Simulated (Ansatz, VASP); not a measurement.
# Ga2AsN in VASP and in Ansatz

```
N Ga As
1.0
     3.71926    0.00000    0.00000
     0.00000    3.71926    0.00000
     0.00000    0.00000    5.22581
N Ga As
1 2 1
Direct
  0.00000 0.00000 0.00000
  0.00000 0.50000 0.79918
  0.50000 0.00000 0.20082
  0.50000 0.50000 0.50000
```

Change from the starting cell: hydrostatic strain +3.2%.

Alike in both runs: task single point; functional r2SCAN; k mesh 8 × 8 × 6; occupations fermi-dirac, width 0.02 eV; no spin polarisation.

|  | VASP | Ansatz |
| --- | --- | --- |
| version | VASP 6.6.1 | Ansatz 0.2.0 |
| potentials or method | VASP PAW PBE potentials, release 64 (N, Ga_d, As) | plane waves, PAW |
| plane-wave cutoff (eV) | 520 | 500 |
| valence electrons in the cell | 36 | 46 |

Ansatz gave:

* pressure (GPa): -8.4
* largest component of the traceless stress (GPa): 0.21
* rms of the force components (eV/Å): 0.006

Task: Which values does VASP return?

Result: Pressure (GPa): -8.2; largest component of the traceless stress (GPa): 0.27; rms of the force components (eV/Å): 0.018.

The two sets of potentials don't hold the same shells in valence.

Caveats: the PAW data sets were made with another functional, which shifts forces and pressure a little (VASP).
